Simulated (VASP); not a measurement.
Here is the system:

```
SnS2
1.0
    3.66308     0.00000     0.00000
   -1.83154     3.17232     0.00000
    0.00000     0.00000    18.81487
S Sn
2 1
Direct
  0.66667   0.33333   0.42118
  0.33333   0.66667   0.57882
  0.00000   0.00000   0.50000
```

Method: HSE06 screened hybrid (exact exchange on a k-mesh reduced by 3x3x1), VASP's PBE PAW potentials (set 64) (plane waves; VASP). Numerical set-up: PREC = Normal, EDIFF = 1E-5, 400 eV cut-off, 12×12×1 Γ-centred mesh, Gaussian smearing of 0.050 eV, potentials S Sn.

Exact exchange is summed on a reduced mesh (NKRED).

Task: Predict the energy per atom (σ→0).

Result: 
| Item | Result |
|---|---|
| energy per atom (σ→0) | -5.421 eV/atom |

Total energies compare only between runs with the same potentials, cut-off and functional.

The cell is a sheet with vacuum, built from SnS2 (1T layered). The cell's shape comes from a PBE relaxation.
